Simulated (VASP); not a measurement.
Calculation: PBE GGA, VASP's PBE PAW potentials (set 64) (plane waves; VASP).

VASP input:

### POSCAR
```
Cd
1
    1.5225657873    -2.6371616176     0.0000000000
    1.5225657873     2.6371616176     0.0000000000
   -0.0000000000     0.0000000000     5.6719774197
Cd
2
Direct
  0.3333330000   0.6666670000   0.2500000000
  0.6666670000   0.3333330000   0.7500000000
```

### KPOINTS
```
Automatic mesh
0
Gamma
12 12 6
0 0 0
```

### INCAR
```
! general
SYSTEM  = Cd
PREC    = Accurate
ENCUT   = 480
LREAL   = .FALSE.
LASPH   = .TRUE.

! electronic loop
EDIFF   = 1E-6
NELM    = 100
ALGO    = Normal
LMAXMIX = 4

! smearing
ISMEAR  = 1
SIGMA   = 0.1

! functional
GGA     = PE

! ions
IBRION  = 2
NSW     = 60
ISIF    = 3
EDIFFG  = -0.01

! output
LWAVE   = .FALSE.
LCHARG  = .FALSE.
```

POTCAR, in this order: Cd (PBE.64 set). Program: vasp_std.

Q: What will the output report for the number of irreducible k-points (NKPTS), largest plane-wave count, number of space-group operations, FFT grid (NGX, NGY, NGZ)?

A: 
The number of irreducible k-points (NKPTS) is 76, the largest plane-wave count is 1124 and the number of space-group operations comes out as 24. The FFT grid (NGX, NGY, NGZ) is 24 × 24 × 42.

The compound is Cd in the hcp structure. This run relaxes it. Symmetry was kept, so distortions that lower it aren't found. The start is the result of an earlier pass.
